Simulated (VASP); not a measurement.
# Shielding tensors and field gradients of Al2O3, part 7 of 8

What are the shielding tensors of Al2O3? The cell has space group Pnnm, a computed entry that need not be the common form of this compound. The start is a computed cell from the Materials Project.

VASP 6.6.1, plane waves and PAW; the level of theory is named at each step.

So far. Step 3 (Ground state): The cell has a gap of 3.33 eV on this mesh and a pressure of -4.0 GPa, which holds the misfit of the given cell and coordinates with this functional, and any error of cutoff, mesh and data sets. Step 5 (Cell stretched): Against the first shielding run the largest change is +3.7 ppm, on Al1.

## Step 6: One more run

Level of this step: chemical shifts by linear response (GIPAW), LDA; plane waves and PAW (Al, O) (VASP).

A run with a slip in its input follows, to show how it looks in the output.

INCAR

```
SYSTEM = Al2O3
PREC = Accurate
ENCUT = 150
EDIFF = 1E-09
NELM = 100
ISMEAR = 0
SIGMA = 0.01
LREAL = .FALSE.
ALGO = Normal
GGA = CA
NBANDS = 34
LWAVE = .FALSE.
LCHARG = .FALSE.
KPAR = 4
LCHIMAG = .TRUE.
LEFG = .TRUE.
DQ = 0.001
ICHIBARE = 1
LNMR_SYM_RED = .TRUE.
```

POSCAR

```
Al2O3
1.0
    4.6137770000      0.0000000000      0.0000000000
    0.0000000000      9.5632790000      0.0000000000
    0.0000000000      0.0000000000      3.1198620000
Al O
4 6
Direct
    0.0472582104      0.8266388528      0.0000000000
    0.9527417896      0.1733611472      0.0000000000
    0.5472582104      0.6733611472      0.5000000000
    0.4527417896      0.3266388528      0.5000000000
    0.5000000000      0.5000000000      0.5000000000
    0.2103891546      0.7682982375      0.5000000000
    0.2896108454      0.2682982375      0.0000000000
    0.7103891546      0.7317017625      0.0000000000
    0.0000000000      0.0000000000      0.0000000000
    0.7896108454      0.2317017625      0.5000000000
```

KPOINTS

```
Automatic mesh
0
Gamma
6 4 8
0 0 0
```

The projector-augmented-wave data sets are Al and O (LDA family, release 64).

The run is started by

```bash
mpirun -np 4 vasp_std
```

What it wrote:

```text
[... set-up lines as in an earlier step ...]
 entering main loop
       N       E                     dE             d eps       ncg     rms          rms(c)
DAV:   1     0.684133311054E+02    0.68413E+02   -0.11185E+04  4548   0.467E+02
DAV:   2    -0.858102207442E+02   -0.15422E+03   -0.14952E+03  5446   0.167E+02
DAV:   3    -0.918219507194E+02   -0.60117E+01   -0.59895E+01  4968   0.335E+01
DAV:   4    -0.918641537183E+02   -0.42203E-01   -0.42175E-01  4884   0.286E+00
DAV:   5    -0.918647385400E+02   -0.58482E-03   -0.58466E-03  5020   0.299E-01    0.308E+01
DAV:   6    -0.823615953604E+02    0.95031E+01   -0.77080E+00  4798   0.140E+01    0.165E+01
DAV:   7    -0.797588578284E+02    0.26027E+01   -0.19738E+00  4592   0.814E+00    0.326E+00
DAV:   8    -0.796133136460E+02    0.14554E+00   -0.15777E-01  4860   0.181E+00    0.377E-01
DAV:   9    -0.796140399951E+02   -0.72635E-03   -0.15272E-02  4430   0.632E-01    0.151E-01
DAV:  10    -0.796141935932E+02   -0.15360E-03   -0.25738E-03  4724   0.282E-01    0.666E-02
DAV:  11    -0.796143055633E+02   -0.11197E-03   -0.42720E-04  4392   0.981E-02    0.110E-02
DAV:  12    -0.796143268297E+02   -0.21266E-04   -0.21640E-05  4866   0.219E-02    0.789E-03
DAV:  13    -0.796143297697E+02   -0.29400E-05   -0.30397E-06  4450   0.839E-03    0.147E-03
DAV:  14    -0.796143297228E+02    0.46934E-07   -0.33890E-07  4986   0.281E-03    0.483E-04
DAV:  15    -0.796143297256E+02   -0.28417E-08   -0.19126E-08  4708   0.732E-04    0.721E-05
DAV:  16    -0.796143297258E+02   -0.12687E-09   -0.14112E-09  3676   0.226E-04
ion   1
     0.0000000    -0.5459734     0.0000000    -1.8551584    -0.0000000    -3.7942291
     0.0000349    -0.5459734     0.0000000    -1.8551584    -0.0000000    -3.7942291
     0.0000480    -0.5459734     0.0000000    -1.8551584    -0.0000000    -3.7942291
     0.0000661    -0.5459734     0.0000000    -1.8551584    -0.0000000    -3.7942291
     0.0000910    -0.5459734     0.0000000    -1.8551584    -0.0000000    -3.7942291

     0.0000000    -0.5820062     0.0000000    -9.3146740    -0.0000000   -28.3428766
     0.0000349    -0.5820064     0.0000000    -9.3146643    -0.0000000   -28.3428428
     0.0000480    -0.5820066     0.0000000    -9.3146582    -0.0000000   -28.3428217
     0.0000661    -0.5820068     0.0000000    -9.3146481    -0.0000000   -28.3427864
     0.0000910    -0.5820073     0.0000000    -9.3146313    -0.0000000   -28.3427279

ion   2
     0.0000000    -0.5459734     0.0000000    -1.8551584    -0.0000000    -3.7942291
     0.0000349    -0.5459734     0.0000000    -1.8551584    -0.0000000    -3.7942291
     0.0000480    -0.5459734     0.0000000    -1.8551584    -0.0000000    -3.7942291
     0.0000661    -0.5459734     0.0000000    -1.8551584    -0.0000000    -3.7942291
     0.0000910    -0.5459734     0.0000000    -1.8551584    -0.0000000    -3.7942291

     0.0000000    -0.5820062     0.0000000    -9.3146740    -0.0000000   -28.3428766
     0.0000349    -0.5820064     0.0000000    -9.3146643    -0.0000000   -28.3428428
     0.0000480    -0.5820066     0.0000000    -9.3146582    -0.0000000   -28.3428217
     0.0000661    -0.5820068     0.0000000    -9.3146481    -0.0000000   -28.3427864
     0.0000910    -0.5820073     0.0000000    -9.3146313    -0.0000000   -28.3427279

ion   3
     0.0000000     0.5459734    -0.0000000    -1.8551584    -0.0000000    -3.7942291
     0.0000349     0.5459734    -0.0000000    -1.8551584    -0.0000000    -3.7942291
     0.0000480     0.5459734    -0.0000000    -1.8551584    -0.0000000    -3.7942291
     0.0000661     0.5459734    -0.0000000    -1.8551584    -0.0000000    -3.7942291
     0.0000910     0.5459734    -0.0000000    -1.8551584    -0.0000000    -3.7942291

     0.0000000     0.5820062    -0.0000000    -9.3146740    -0.0000000   -28.3428766
     0.0000349     0.5820064    -0.0000000    -9.3146643    -0.0000000   -28.3428428
     0.0000480     0.5820066    -0.0000000    -9.3146582    -0.0000000   -28.3428217
     0.0000661     0.5820068    -0.0000000    -9.3146481    -0.0000000   -28.3427864
     0.0000910     0.5820073    -0.0000000    -9.3146313    -0.0000000   -28.3427279

ion   4
     0.0000000     0.5459734    -0.0000000    -1.8551584    -0.0000000    -3.7942291
     0.0000349     0.5459734    -0.0000000    -1.8551584    -0.0000000    -3.7942291
     0.0000480     0.5459734    -0.0000000    -1.8551584    -0.0000000    -3.7942291
     0.0000661     0.5459734    -0.0000000    -1.8551584    -0.0000000    -3.7942291
     0.0000910     0.5459734    -0.0000000    -1.8551584    -0.0000000    -3.7942291

     0.0000000     0.5820062    -0.0000000    -9.3146740    -0.0000000   -28.3428766
     0.0000349     0.5820064    -0.0000000    -9.3146643    -0.0000000   -28.3428428
     0.0000480     0.5820066    -0.0000000    -9.3146582    -0.0000000   -28.3428217
     0.0000661     0.5820068    -0.0000000    -9.3146481    -0.0000000   -28.3427864
     0.0000910     0.5820073    -0.0000000    -9.3146313    -0.0000000   -28.3427279

ion   5
     0.0000000     0.2600120     0.0000000     0.4313932     0.0000000    -1.8902165
     0.0000293     0.2600120     0.0000000     0.4313932     0.0000000    -1.8902165
     0.0000403     0.2600120     0.0000000     0.4313932     0.0000000    -1.8902165
     0.0000555     0.2600120     0.0000000     0.4313932     0.0000000    -1.8902165
     0.0000765     0.2600121     0.0000000     0.4313931     0.0000000    -1.8902165

     0.0000000    -0.4536093     0.0000000     3.2077140     0.0000000    -0.5082838
     0.0000293    -0.4536091     0.0000000     3.2077129     0.0000000    -0.5082843
     0.0000403    -0.4536089     0.0000000     3.2077123     0.0000000    -0.5082846
     0.0000555    -0.4536086     0.0000000     3.2077111     0.0000000    -0.5082852
     0.0000765    -0.4536081     0.0000000     3.2077091     0.0000000    -0.5082861

ion   6
     0.0000000     3.4534301    -0.0000000    -5.6031008    -0.0000000    -2.3930847
     0.0000293     3.4534300    -0.0000000    -5.6031008    -0.0000000    -2.3930847
     0.0000403     3.4534300    -0.0000000    -5.6031008    -0.0000000    -2.3930847
     0.0000555     3.4534300    -0.0000000    -5.6031007    -0.0000000    -2.3930846
     0.0000765     3.4534299    -0.0000000    -5.6031006    -0.0000000    -2.3930846

     0.0000000    10.7249773    -0.0000000   -14.6926291    -0.0000000    -6.7593597
     0.0000293    10.7249746    -0.0000000   -14.6926258    -0.0000000    -6.7593581
     0.0000403    10.7249728    -0.0000000   -14.6926235    -0.0000000    -6.7593570
     0.0000555    10.7249697    -0.0000000   -14.6926196    -0.0000000    -6.7593551
     0.0000765    10.7249645    -0.0000000   -14.6926131    -0.0000000    -6.7593520

ion   7
[...]
N       E                     dE             d eps       ncg     rms
RMM:   1    -0.152697212781E+03   -0.15270E+03   -0.17794E+02  6945   0.411E+01
RMM:   2    -0.155968758149E+03   -0.32715E+01   -0.73258E+00  7586   0.606E+00
RMM:   3    -0.156179462244E+03   -0.21070E+00   -0.29296E-01  7663   0.120E+00
RMM:   4    -0.156190171192E+03   -0.10709E-01   -0.31312E-02  7903   0.310E-01
RMM:   5    -0.156191215699E+03   -0.10445E-02   -0.16477E-03  7861   0.708E-02
RMM:   6    -0.156191282550E+03   -0.66852E-04   -0.20676E-04  7552   0.200E-02
RMM:   7    -0.156191290033E+03   -0.74825E-05   -0.12117E-05  6643   0.507E-03
RMM:   8    -0.156191290540E+03   -0.50715E-06   -0.14748E-06  6132   0.151E-03
RMM:   9    -0.156191290608E+03   -0.68066E-07   -0.11766E-07  5341   0.436E-04
RMM:  10    -0.156191290613E+03   -0.52665E-08   -0.15654E-08  4534   0.157E-04
RMM:  11    -0.156191290614E+03   -0.64796E-09   -0.10965E-09  3888   0.741E-05
BDIR= 3  IDIR= 1  IQ=  0
DAV:   1    -0.580316405246E+03   -0.58032E+03   -0.31726E-10  2462   0.880E-05
DAV:   2    -0.580316405246E+03    0.21487E-10   -0.37097E-11  2372   0.265E-05
       N       E                     dE             d eps       ncg     rms
RMM:   1    -0.152694511699E+03   -0.15269E+03   -0.17792E+02  6946   0.411E+01
RMM:   2    -0.155965345285E+03   -0.32708E+01   -0.73077E+00  7584   0.606E+00
RMM:   3    -0.156175618548E+03   -0.21027E+00   -0.29068E-01  7653   0.120E+00
RMM:   4    -0.156186463048E+03   -0.10845E-01   -0.32102E-02  7886   0.311E-01
RMM:   5    -0.156187506559E+03   -0.10435E-02   -0.16197E-03  7843   0.705E-02
RMM:   6    -0.156187572106E+03   -0.65547E-04   -0.20293E-04  7512   0.199E-02
RMM:   7    -0.156187579416E+03   -0.73098E-05   -0.11821E-05  6608   0.502E-03
RMM:   8    -0.156187579910E+03   -0.49344E-06   -0.14356E-06  6098   0.149E-03
RMM:   9    -0.156187579975E+03   -0.65813E-07   -0.11378E-07  5298   0.432E-04
RMM:  10    -0.156187579980E+03   -0.50606E-08   -0.14982E-08  4482   0.155E-04
RMM:  11    -0.156187579981E+03   -0.62218E-09   -0.10519E-09  3827   0.735E-05
BDIR= 3  IDIR= 1  IQ=  1
DAV:   1    -0.580314450415E+03   -0.58031E+03   -0.43760E-02  4622   0.923E-01
DAV:   2    -0.580314585561E+03   -0.13515E-03   -0.13515E-03  4794   0.159E-01
DAV:   3    -0.580314586357E+03   -0.79611E-06   -0.79614E-06  4986   0.103E-02
DAV:   4    -0.580314586371E+03   -0.14446E-07   -0.14456E-07  4820   0.132E-03
DAV:   5    -0.580314586372E+03   -0.41825E-09   -0.37206E-09  4052   0.170E-04
       N       E                     dE             d eps       ncg     rms
RMM:   1    -0.152690467159E+03   -0.15269E+03   -0.17791E+02  6943   0.411E+01
RMM:   2    -0.155961153650E+03   -0.32707E+01   -0.72954E+00  7583   0.606E+00
RMM:   3    -0.156170637596E+03   -0.20948E+00   -0.28902E-01  7659   0.120E+00
RMM:   4    -0.156181379684E+03   -0.10742E-01   -0.31840E-02  7905   0.310E-01
RMM:   5    -0.156182401702E+03   -0.10220E-02   -0.15866E-03  7858   0.700E-02
RMM:   6    -0.156182465201E+03   -0.63500E-04   -0.19523E-04  7555   0.196E-02
RMM:   7    -0.156182472366E+03   -0.71642E-05   -0.11632E-05  6635   0.500E-03
RMM:   8    -0.156182472853E+03   -0.48696E-06   -0.14230E-06  6128   0.149E-03
RMM:   9    -0.156182472917E+03   -0.63926E-07   -0.11011E-07  5338   0.429E-04
RMM:  10    -0.156182472921E+03   -0.48721E-08   -0.14393E-08  4538   0.154E-04
RMM:  11    -0.156182472922E+03   -0.59825E-09   -0.10120E-09  3881   0.731E-05
BDIR= 3  IDIR= 2  IQ= -1
DAV:   1    -0.580315559951E+03   -0.58032E+03   -0.44536E-02  4380   0.921E-01
DAV:   2    -0.580315690233E+03   -0.13028E-03   -0.13028E-03  4804   0.159E-01
DAV:   3    -0.580315691000E+03   -0.76781E-06   -0.76779E-06  4856   0.102E-02
DAV:   4    -0.580315691014E+03   -0.13344E-07   -0.13372E-07  4896   0.131E-03
DAV:   5    -0.580315691014E+03   -0.36096E-09   -0.33960E-09  4012   0.161E-04
       N       E                     dE             d eps       ncg     rms
RMM:   1    -0.151692922216E+03   -0.15169E+03   -0.17180E+02  6915   0.417E+01
RMM:   2    -0.154982381044E+03   -0.32895E+01   -0.67811E+00  7533   0.608E+00
RMM:   3    -0.155204302892E+03   -0.22192E+00   -0.34108E-01  7716   0.125E+00
RMM:   4    -0.155215665855E+03   -0.11363E-01   -0.29895E-02  7851   0.307E-01
RMM:   5    -0.155216771537E+03   -0.11057E-02   -0.18713E-03  7893   0.761E-02
RMM:   6    -0.155216845190E+03   -0.73653E-04   -0.21770E-04  7659   0.207E-02
RMM:   7    -0.155216852978E+03   -0.77875E-05   -0.12850E-05  6756   0.530E-03
RMM:   8    -0.155216853517E+03   -0.53975E-06   -0.15911E-06  6053   0.152E-03
RMM:   9    -0.155216853582E+03   -0.64439E-07   -0.11645E-07  5402   0.436E-04
RMM:  10    -0.155216853587E+03   -0.53054E-08   -0.15707E-08  4679   0.152E-04
RMM:  11    -0.155216853588E+03   -0.61317E-09   -0.11222E-09  4001   0.682E-05
BDIR= 3  IDIR= 2  IQ=  0
DAV:   1    -0.580316405246E+03   -0.58032E+03   -0.31715E-10  2462   0.880E-05
DAV:   2    -0.580316405246E+03    0.72760E-10   -0.35069E-11  2372   0.265E-05
       N       E                     dE             d eps       ncg     rms
RMM:   1    -0.151693067207E+03   -0.15169E+03   -0.17180E+02  6915   0.417E+01
RMM:   2    -0.154982735730E+03   -0.32897E+01   -0.67814E+00  7533   0.608E+00
RMM:   3    -0.155204585423E+03   -0.22185E+00   -0.34031E-01  7709   0.125E+00
RMM:   4    -0.155216012023E+03   -0.11427E-01   -0.30352E-02  7838   0.307E-01
RMM:   5    -0.155217111243E+03   -0.10992E-02   -0.18440E-03  7857   0.757E-02
RMM:   6    -0.155217182834E+03   -0.71592E-04   -0.21042E-04  7617   0.205E-02
RMM:   7    -0.155217190783E+03   -0.79483E-05   -0.13049E-05  6698   0.533E-03
RMM:   8    -0.155217191337E+03   -0.55439E-06   -0.16912E-06  5998   0.154E-03
RMM:   9    -0.155217191402E+03   -0.65356E-07   -0.11743E-07  5333   0.440E-04
RMM:  10    -0.155217191408E+03   -0.52357E-08   -0.15073E-08  4622   0.152E-04
RMM:  11    -0.155217191408E+03   -0.65742E-09   -0.12077E-09  3912   0.696E-05
BDIR= 3  IDIR= 2  IQ=  1
DAV:   1    -0.580316200922E+03   -0.58032E+03   -0.44535E-02  4374   0.921E-01
DAV:   2    -0.580316331008E+03   -0.13009E-03   -0.13009E-03  4808   0.159E-01
DAV:   3    -0.580316331772E+03   -0.76322E-06   -0.76320E-06  4834   0.102E-02
DAV:   4    -0.580316331785E+03   -0.13226E-07   -0.13197E-07  4910   0.131E-03
DAV:   5    -0.580316331785E+03   -0.38779E-09   -0.33156E-09  3996   0.160E-04
       N       E                     dE             d eps       ncg     rms
RMM:   1    -0.151691968520E+03   -0.15169E+03   -0.17179E+02  6914   0.417E+01
RMM:   2    -0.154981780417E+03   -0.32898E+01   -0.67808E+00  7534   0.608E+00
RMM:   3    -0.155203582973E+03   -0.22180E+00   -0.34005E-01  7714   0.125E+00
RMM:   4    -0.155215002951E+03   -0.11420E-01   -0.30346E-02  7852   0.307E-01
RMM:   5    -0.155216101748E+03   -0.10988E-02   -0.18409E-03  7891   0.757E-02
RMM:   6    -0.155216173160E+03   -0.71412E-04   -0.20951E-04  7661   0.205E-02
RMM:   7    -0.155216181218E+03   -0.80579E-05   -0.13222E-05  6760   0.538E-03
RMM:   8    -0.155216181782E+03   -0.56438E-06   -0.17384E-06  6052   0.156E-03
RMM:   9    -0.155216181847E+03   -0.65255E-07   -0.11684E-07  5405   0.439E-04
RMM:  10    -0.155216181852E+03   -0.52156E-08   -0.15037E-08  4685   0.152E-04
RMM:  11    -0.155216181853E+03   -0.66211E-09   -0.12445E-09  4000   0.694E-05
       N       E                     dE             d eps       ncg     rms
RLQ:   1    -0.765971338294E+00   -0.76597E+00   -0.12823E+00  6347   0.255E+00
RLQ:   2    -0.781559838493E+00   -0.15589E-01   -0.33122E-02  7113   0.384E-01
RLQ:   3    -0.782504939537E+00   -0.94510E-03   -0.12411E-03  7269   0.726E-02
RLQ:   4    -0.782552839005E+00   -0.47899E-04   -0.11948E-04  7482   0.184E-02
RLQ:   5    -0.782557080382E+00   -0.42414E-05   -0.67787E-06  6842   0.448E-03
RLQ:   6    -0.782557380440E+00   -0.30006E-06   -0.77823E-07  6156   0.128E-03
RLQ:   7    -0.782557411428E+00   -0.30987E-07   -0.53892E-08  5385   0.352E-04
RLQ:   8    -0.782557413993E+00   -0.25653E-08   -0.63464E-09  4334   0.124E-04
RLQ:   9    -0.782557414292E+00   -0.29932E-09   -0.52037E-10  3503   0.636E-05
```

It took 3.1 min on 4 MPI ranks of Intel Xeon 6975P-C (Granite Rapids), shared host; peak memory 1.2 GiB; 9.9 min of CPU time.

(Continued in part 8 of 8.)

[Lines on the potential files, build, host, timing and source positions are cut from VASP's logs without a mark.]

[Logs are printed without paths, hosts, clocks, repeated set-up lines and the standing remarks that a program may print on its own settings, such as how far it seeks lower states.]

[Hosts, paths, dates, database ids (printed as entryN), source tags and the programs' standing remarks are cut or masked in the printed files.]
